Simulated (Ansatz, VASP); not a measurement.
**Sn3SeS2 in VASP and in Ansatz**

```xyz
6
Lattice="4.1869 0.0000 0.0000 -2.0934 3.6259 0.0000 0.0000 0.0000 10.2482" Properties=species:S:1:pos:R:3 pbc="T T T"
Sn    2.0934    1.2086    8.4475
Sn    0.0000    0.0000    5.1241
Sn    0.0000    2.4173    1.8007
Se    0.0000    0.0000    0.0000
S     0.0000    2.4173    6.7866
S     2.0934    1.2086    3.4616
```

Alike in both runs: functional PBE; k mesh 12 × 12 × 4; occupations gaussian, width 0.02 eV; no spin polarisation.

Ansatz relaxed the structure, and its values are those at the end. VASP's run is a single point on that final structure, the one shown.

```csv
,VASP,Ansatz
version,VASP 6.6.1,Ansatz 0.2.0
potentials or method,"VASP PAW PBE potentials, release 64 (Sn_d, Se, S)","scalar-relativistic, plane waves, PAW"
plane-wave cutoff (eV),520,420
valence electrons in the cell,60,70
```

```tsv
	VASP	Ansatz	Ansatz less VASP
gap on the k mesh at the Fermi level (eV)	0.42	0.42	0.000
least direct gap on the mesh (eV)	0.50	0.50	+0.001
pressure (GPa)	0.0	0.0	+0.03
```

With one functional, cell and mesh, what is left measures potentials, basis and numerics. The two sets of potentials don't hold the same shells in valence.

Caveats: spin-orbit coupling is left out, which moves the levels of the heavy elements.
